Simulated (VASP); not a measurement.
The system is W.

```xyz
1
Lattice="-1.5823 1.5823 1.5823 1.5823 -1.5823 1.5823 1.5823 1.5823 -1.5823" Properties=species:S:1:pos:R:3 pbc="T T T"
W     0.0000    0.0000    0.0000
```

```yaml
Program: VASP 6.6.1
Task: relaxation of cell and atoms
Functional: PBE
Potentials_or_basis: VASP PAW PBE potentials, release 64 (W_sv)
Cutoff: 520 eV
k_mesh: 18 × 18 × 18
Occupations: gaussian, width 0.1 eV
Spin: no spin polarisation
```

At the start: pressure 6.2 GPa; volume 15.85 Å³/atom.

Task: Where does the relaxation end?

Result: Over 4 steps the energy falls by 5.9 meV/atom and the volume is 16.16 Å³/atom (+2.0 %); space group Im-3m (No. 229, to 0.05 Å).

The path:
| step | energy change (eV) | largest force (eV/Å) | pressure (GPa) | volume (Å³) |
| --- | --- | --- | --- | --- |
| 1 | 0.0000 | 0.0000 | 6.23 | 15.85 |
| 2 | 0.0626 | 0.0000 | -18.01 | 17.30 |
| 3 | -0.0059 | 0.0000 | -0.17 | 16.17 |
| 4 | -0.0059 | 0.0000 | -0.01 | 16.16 |

Final structure:
```xyz
1
Lattice="-1.5926 1.5926 1.5926 1.5926 -1.5926 1.5926 1.5926 1.5926 -1.5926" Properties=species:S:1:pos:R:3 pbc="T T T"
W     0.0000    0.0000    0.0000
```
